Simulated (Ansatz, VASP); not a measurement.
## Cross-check of SiO2 between VASP and Ansatz

Aim: how closely do two programs agree when they are given the same cell, functional and k mesh? The cell is taken from a series of runs on this material, whose earlier steps may have relaxed, scaled, displaced or heated it; both programs get it as it stands.

Program: Ansatz 0.2.0. Level of theory: plane waves, with VASP 6.6.1 beside it; zone-centre phonons at LDA. Results are calculated unless marked as measured.

### Step 1. The starting structure

The structure is tetragonal, space group P4_2/mnm (No. 136). Conventional cell: a = 4.122 Å, b = 4.122 Å, c = 2.650 Å, α = 90.00°, β = 90.00°, γ = 90.00°. Nearest to O lie 3 Si at 1.75 to 1.78 Å. Si has 6 O at 1.75 to 1.78 Å nearest. Farther neighbours and most contacts between anions are not listed.

### Step 2. Ansatz: zone-centre phonons, LDA

Ansatz runs on its PAW soft_1 files.

Second derivatives magnify differences that forces hide, and they need a tight electronic threshold.

input.yaml

```yaml
crystal:
  lattice:
    - [4.122068855, 0.0, 0.0]
    - [0.0, 4.122068855, 0.0]
    - [0.0, 0.0, 2.6498493664]
  atoms:
    - { symbol: O, position: [0.6951654275, 0.6951654275, 0.0] }
    - { symbol: O, position: [0.1951654275, 0.8048345725, 0.5] }
    - { symbol: O, position: [0.3048345725, 0.3048345725, 0.0] }
    - { symbol: O, position: [0.8048345725, 0.1951654275, 0.5] }
    - { symbol: Si, position: [0.5, 0.5, 0.5] }
    - { symbol: Si, position: [0.0, 0.0, 0.0] }
kpoints:
  mp_grid: { grid: [8, 8, 8] }
hamiltonian:
  xc: lda
  pseudopotentials: { kind: paw, azcp: { folder: soft_1 }, xc_functional: pbe }
scf:
  occupations: { method: fixed }
output:
  eigenvalues: true
phonons:
  method: dfpt
  dielectric: true
  rigid_motions: translations
```

On the command line:

```sh
$ ansatz run input.yaml --threads 4 --pin off --max-ram 16384MiB --backend cpu --events-out ev --progress --plain --runs-dir out
```

Numbers of over 12 decimals in the logs are rounded to 6 here.

The log of the run:

```text
Engine: ansatz 0.2.0, x86_64-unknown-linux-gnu
Pseudopotentials: kind: paw
Pseudopotential: O, paw, valence charge 6, recommended cutoff 420 eV (normal), soft_1/O.paw.azcp
Pseudopotential: Si, paw, valence charge 4, recommended cutoff 420 eV (normal), soft_1/Si.paw.azcp
Functional definition: SPW92
  exchange = slater_x
  correlation = pw_c
Crystal: 6 atoms, lattice volume = 45.025 Å³
Basis set: ecut = 420 eV, 889 PW (Γ), exchange–correlation on 60×60×36 points (8 copies of the dense FFT grid, shifted against one another)
Bands: 22, of which v1, the nominal top of the filled ones, is band 16 counted from 1 (15 counted from 0)
Symmetry: 16 space group operations
k-points: 260 of 512 (irreducible under 1 space group operation, time reversal used)
Non-local potential: O, projectors of the file, l = 0: 2, l = 1: 2, l = 2: 1
Non-local potential: Si, projectors of the file, l = 0: 2, l = 1: 2, l = 2: 1
PAW form: soft (Blöchl's): semilocal exchange-correlation on the pseudo side does not see the compensation charge
PAW frozen core: O, regenerated for the run's functional, and the local potential with it (the file was generated under x = pbe(κ = 0.804, μ = 0.219515), c = pbe(β = 0.066725))
PAW frozen core: Si, regenerated for the run's functional, and the local potential with it (the file was generated under x = pbe(κ = 0.804, μ = 0.219515), c = pbe(β = 0.066725))
PAW one-centre angular grid: O, 110 points (default); XC on 64 Gauss nodes
PAW one-centre angular grid: Si, 110 points (default); XC on 64 Gauss nodes
Initial density: superposition of atomic densities (chi_scale 0.1, normalization cell, long waves kept (reshape's long-wave potential 0.00 eV rms))
Initial wavefunctions: pseudopotential atomic-orbital guess
Functional: x = slater, c = lda
SCF iter   1: F=—  HF=-3447.595949 eV  |F-HF|=—  |Δ(HF+E_count)|=         —  Δρ=1.44e-1  dr2=7.32e0  ethr=3.10e-3  ⟨swp⟩=4.3  Hψ=25873  notcnv=0  defer=1013
preconditioner: auto → none  [insulator: Δε(μ)=7.247 eV  Ē_g=19.948 eV  n_scr=10 (ndim 8)  ℏωp=31.3 eV  f_vac=0.000  ε∞_Penn≈3.5]
SCF iter   2: F=—  HF=-3445.596790 eV  |F-HF|=—  |Δ(HF+E_count)|=    2.00e0  Δρ=6.33e-2  dr2=6.62e-1  ethr=3.10e-3  ⟨swp⟩=3.0  Hψ=13671  notcnv=0  defer=1000
SCF iter   3: F=—  HF=-3445.430132 eV  |F-HF|=—  |Δ(HF+E_count)|=   1.67e-1  Δρ=2.23e-2  dr2=7.93e-2  ethr=2.07e-3  ⟨swp⟩=2.3  Hψ=10023  notcnv=0  defer=1027
SCF iter   4: F=—  HF=-3445.432253 eV  |F-HF|=—  |Δ(HF+E_count)|=   2.12e-3  Δρ=1.78e-3  dr2=4.83e-4  ethr=2.48e-4  ⟨swp⟩=2.0  Hψ=6567  notcnv=0  defer=1040
SCF iter   5: F=—  HF=-3445.432454 eV  |F-HF|=—  |Δ(HF+E_count)|=   2.01e-4  Δρ=2.26e-4  dr2=9.07e-6  ethr=1.51e-6  ⟨swp⟩=2.0  Hψ=9323  notcnv=0  defer=1040
SCF iter   6: F=—  HF=-3445.432459 eV  |F-HF|=—  |Δ(HF+E_count)|=   4.53e-6  Δρ=3.20e-5  dr2=1.87e-7  ethr=2.84e-8  ⟨swp⟩=2.0  Hψ=9353  notcnv=0  defer=463
SCF iter   7: F=—  HF=-3445.432458 eV  |F-HF|=—  |Δ(HF+E_count)|=   4.32e-7  Δρ=6.77e-6  dr2=9.84e-9  ethr=5.84e-10  ⟨swp⟩=2.2  Hψ=8719  notcnv=0  defer=451
SCF iter   8: F=-3445.432458 eV  HF=-3445.432458 eV  |F-HF|=5.55e-11  |Δ(HF+E_count)|=   2.61e-9  Δρ=5.86e-7  dr2=9.07e-11  ethr=1.00e-12  ⟨swp⟩=12.6  Hψ=43455  notcnv=0
SCF 1 converged in 8 iterations: F = -3445.432458 eV  dr2 = 9.07e-11
  greatest PAW one-centre occupation: 0.855 electrons in one spin orbital (limit 2), on the O atom at site 2 (counted from 0), in its partial waves of l = 0
DFPT response loops at Γ: preconditioner auto → none (the input reference at scf.mixing.eps_inf says where Resta's filter doesn't serve); β = 0.50; Broyden in place of MSR1
── the response to a field inside a basis, on 8×8×8 k-points: an SCF that follows is theirs, and a resumed run solves both again ──
Bands: 17, of which v1, the nominal top of the filled ones, is band 16 counted from 1 (15 counted from 0)
k-points: 40 of 512
Initial density: handed on by an earlier stage of this run
Initial wavefunctions: pseudopotential atomic-orbital guess (no wavefunctions were taken with the density)
Eigensolver: Dense (40 Hₖ)
SCF iter   1: F=—  HF=-3445.433982 eV  |F-HF|=—  |Δ(HF+E_count)|=         —  Δρ=7.49e-4  dr2=3.92e-5  ethr=1.00e-1
preconditioner: auto → none  [insulator: Δε(μ)=6.565 eV  Ē_g=16.768 eV  n_scr=10 (ndim 8)  ℏωp=31.3 eV  f_vac=0.000  ε∞_Penn≈4.5]
SCF iter   2: F=—  HF=-3445.433970 eV  |F-HF|=—  |Δ(HF+E_count)|=   1.18e-5  Δρ=3.18e-4  dr2=9.28e-6  ethr=1.23e-7
SCF iter   3: F=—  HF=-3445.433969 eV  |F-HF|=—  |Δ(HF+E_count)|=   1.16e-6  Δρ=1.20e-4  dr2=2.01e-6  ethr=2.90e-8
SCF iter   4: F=-3445.433968 eV  HF=-3445.433968 eV  |F-HF|=1.60e-10  |Δ(HF+E_count)|=   6.73e-7  Δρ=8.48e-6  dr2=9.40e-9  ethr=6.28e-9
SCF 1 converged in 4 iterations: F = -3445.433968 eV  dr2 = 9.40e-9
  greatest PAW one-centre occupation: 0.855 electrons in one spin orbital (limit 2), on the O atom at site 3 (counted from 0), in its partial waves of l = 0
DFPT response loops at Γ: mixed as the last ones told, above
SCF converged after 8 iterations
Free energy (F): -3445.432458 eV
Harris-Foulkes:  -3445.432458 eV  (|F-HF|=5.55e-11)
Internal energy: -3445.432458 eV  (E = F + TS)
E sigma→0 (E₀):  -3445.432458 eV
Fermi energy:    10.819063 eV
--- Per-component energies (eV) ---
  E_band       = 69.369300
  E_kinetic    = 788.321663
  E_local      = -1179.855044  (includes V_loc(G=0)·N_el)
  E_nonlocal   = 261.558762
  E_hartree    = 428.510532
  E_xc         = -401.319242
  E_vxc        = -468.778365  (∫ρ·V_xc dr)
  E_paw        = -1582.531277  (= ΣΔE_a)
  E_vpaw       = -188.902392  (= ΣTr[D̂ρ^β])
  E_aug_tail   = 0.003303  (compensation charges beyond the density's cutoff)
  E_ewald      = -1760.677503
  E_core_change = 0.556347  (= ΣΔE_core)
  E_smearing   = -0.000000  (= −TS)
  E_closure    = -0.000000  (closes the sum)
  Σ components = -3445.432458   (vs F -3445.432458, Δ=0.00e0)
--- Band table (eV; the first three rows and the last of 260) ---
  k-point 0: bands = [... 12 lower, 8.2599, 9.8911, 9.8911, 10.8191, 16.9663, 17.3286, 19.3127, 19.3127, ... 2 higher]
  k-point 1: bands = [... 12 lower, 7.5710, 9.7276, 9.7276, 10.6049, 17.6562, 18.4712, 20.2209, 20.2209, ... 2 higher]
  k-point 2: bands = [... 12 lower, 6.3766, 9.2164, 9.2164, 9.9316, 18.6728, 20.7305, 20.9387, 22.1536, ... 2 higher]
  k-point 259: bands = [... 12 lower, 9.0117, 9.0117, 9.1629, 9.1629, 18.2260, 18.2260, 21.8969, 21.8969, ... 2 higher]
--- Phonons (Γ-DFPT): 4 representative perturbations + reference, on 260 of 512 k-points (Σ response iterations 12) ---
  k mesh reduced under 1 symmetry operation, with k and −k counted as one. Each operation leaves every solved perturbation unchanged. A smaller set is not considered because the run solves the response to a homogeneous field
  ASR residual: 3.016e-4 → 0.000e0 eV/Å²; symmetrization residual: 2.122e-6 eV/Å²
  ASR residual per site (eV/Å²): 3.02e-4 3.02e-4 3.02e-4 3.02e-4 4.10e-5 4.10e-5
  Γ frequencies (cm⁻¹): 0.00 0.00 0.00 210.46 389.36 475.96 475.96 597.71 597.71 600.62 619.19 619.19 673.59 774.33 777.96 839.24 839.24 973.41
  ε∞ (high-frequency dielectric tensor):
        3.351285     0.000000     0.000000
        0.000000     3.351285     0.000000
        0.000000     0.000000     3.530269
  ε⁰ (static dielectric tensor: ions relaxed, cell fixed):
       10.457979    -0.000000    -0.000000
       -0.000000    10.457979     0.000000
       -0.000000     0.000000     8.837937
  ε⁰ − ε∞ (ionic part):
        7.106694    -0.000000    -0.000000
       -0.000000     7.106694     0.000000
       -0.000000     0.000000     5.307668
  softest optical mode at Γ: 210.46 cm⁻¹; the repairs (sum rule, projections) moved no ω² at Γ by more than (2.62 cm⁻¹)²
  Born effective charges Z* (e; rows j = field, columns β = displacement):
    site 0:
        -1.89964   -0.56623   -0.00000
        -0.56623   -1.89964   -0.00000
        -0.00000    0.00000   -2.02975
    site 1:
        -1.89964    0.56623   -0.00000
         0.56623   -1.89964   -0.00000
        -0.00000   -0.00000   -2.02975
    site 2:
        -1.89964   -0.56623   -0.00000
        -0.56623   -1.89964   -0.00000
        -0.00000    0.00000   -2.02975
    site 3:
        -1.89964    0.56623   -0.00000
         0.56623   -1.89964   -0.00000
        -0.00000   -0.00000   -2.02975
    site 4:
         3.79927   -0.34182    0.00000
        -0.34182    3.79927    0.00000
         0.00000    0.00000    4.05949
    site 5:
[...]
Z* charge neutrality: 9.847e-4 e pre-enforcement
  solved inside a basis spanned on kpoints, on 8×8×8 k-points, its susceptibility summed on 8×8×12: ε∞ is read to err by 8.2e-3, Z* by 1.4e-2 e (field_mesh: kpoints solves on kpoints); Z* is corrected for what the basis lacks
  optical modes at Γ without the LO–TO term, one row a degenerate level:
      ω (cm⁻¹)  modes    IR ((D/Å)²/amu)
[...]
optical modes at Γ + LO–TO along q̂ = [1.0000, 0.0000, 0.0000]:
      ω (cm⁻¹)  modes    IR ((D/Å)²/amu)
[...]
optical modes at Γ + LO–TO along q̂ = [0.0000, 1.0000, 0.0000]:
      ω (cm⁻¹)  modes    IR ((D/Å)²/amu)
[...]
optical modes at Γ + LO–TO along q̂ = [0.0000, 0.0000, 1.0000]:
      ω (cm⁻¹)  modes    IR ((D/Å)²/amu)
[...]
597.71      2             0.0000
        600.62      1             0.0000
        619.19      2            14.0321
        774.33      1             0.0000
        777.96      1             0.0000
        839.24      2            28.6396
        973.41      1             0.0000
       1065.78      1            50.8381
```

The column dr2 measures how far the density is from self-consistency, as an energy; F and HF (Harris–Foulkes) agree once it is small.

(Continued in part 2 of 3.)

[Lines on the potential files, build, host, timing and source positions are cut from VASP's logs without a mark.]

[Logs are printed without paths, hosts, clocks, repeated set-up lines and the standing remarks that a program may print on its own settings, such as how far it seeks lower states.]

[Hosts, paths, dates, database ids (printed as entryN), source tags and the programs' standing remarks are cut or masked in the printed files.]
